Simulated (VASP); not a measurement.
A convergence study with VASP on Na$_{2}$S (antifluorite): one setting is varied, all else stays as given below, so the limit is that of these other settings.

```
Na2S
1.0
    0.00000     3.27000     3.27000
    3.27000     0.00000     3.27000
    3.27000     3.27000     0.00000
Na S
2 1
Direct
  0.25000   0.25000   0.25000
  0.75000   0.75000   0.75000
  0.00000   0.00000   0.00000
```

Computed with PBE GGA, VASP's PBE PAW potentials (set 64) (plane waves; VASP). The tightest run used: 550 eV cut-off, 11×11×11 Monkhorst-Pack mesh, Gaussian smearing of 0.050 eV, potentials Na_pv S.

Q: The settings run are 1×1×1 mesh; 2×2×2 mesh; 3×3×3 mesh; 4×4×4 mesh; 5×5×5 mesh; 6×6×6 mesh; 7×7×7 mesh; 8×8×8 mesh; 9×9×9 mesh; 10×10×10 mesh; 11×11×11 mesh. From which on does the stress (every component) stay within 0.5 GPa of the tightest run?

A: From 2×2×2 mesh on: it is off by 0.01 there and by no more than 0.5 in any finer run, while 1×1×1 mesh is off by 5.35.
```tsv
setting	E (eV/atom)	pressure (GPa)	irreducible k-points	difference judged (GPa)
1×1×1 mesh	-2.0244	5.75	1	5.35
2×2×2 mesh	-3.3242	0.42	2	0.01
3×3×3 mesh	-3.3154	0.48	4	0.08
4×4×4 mesh	-3.3250	0.41	10	0.00
5×5×5 mesh	-3.3248	0.40	10	0.00
6×6×6 mesh	-3.3250	0.40	28	0.00
7×7×7 mesh	-3.3250	0.40	20	0.00
8×8×8 mesh	-3.3250	0.40	60	0.00
9×9×9 mesh	-3.3250	0.41	35	0.00
10×10×10 mesh	-3.3250	0.40	110	0.00
11×11×11 mesh	-3.3250	0.40	56	0.00
```

Left out are rungs that failed or repeat a setting and relaxations that didn't move; long series are thinned to 24 rows.

The compound is Na2S in the antifluorite structure. The cell was not relaxed at this level.
